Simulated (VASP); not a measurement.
Data:

```
NiO
1.0
    3.99761     1.98572     1.98572
    1.98572     3.99761     1.98572
    1.98572     1.98572     3.99761
Ni O
2 2
Direct
  0.00000   0.00000   0.00000
  0.50000   0.50000   0.50000
  0.25000   0.25000   0.25000
  0.75000   0.75000   0.75000
```
Starting moments (μB, in the order of the record's atoms Ni Ni O O): 1.1 -1.1 0.0 0.0.

Calculation: LDA (Ceperley-Alder, Perdew-Zunger), VASP's LDA PAW potentials (set 64) (plane waves; VASP 6.6.1). Numerical set-up: 620 eV cut-off, 9×9×9 Γ-centred mesh, Gaussian smearing of 0.050 eV, potentials Ni O.

Q: What does the run give for the cell moment, energy per atom (σ→0), pressure?

A: 
- cell moment = 0.00 μB
- energy per atom (σ→0) = -6.749 eV/atom
- pressure = 9.99 GPa

Q: Give the moment on each site (PAW-sphere projection).

A: 
```tsv
site	moment (μB)
Ni1	1.05
Ni2	-1.05
O3	0.00
O4	0.00
```

Only differences to runs with the same potentials and settings are physical.

The compound is NiO in the rock salt, AFM-II order structure. It was relaxed first under an external pressure of 10 GPa.
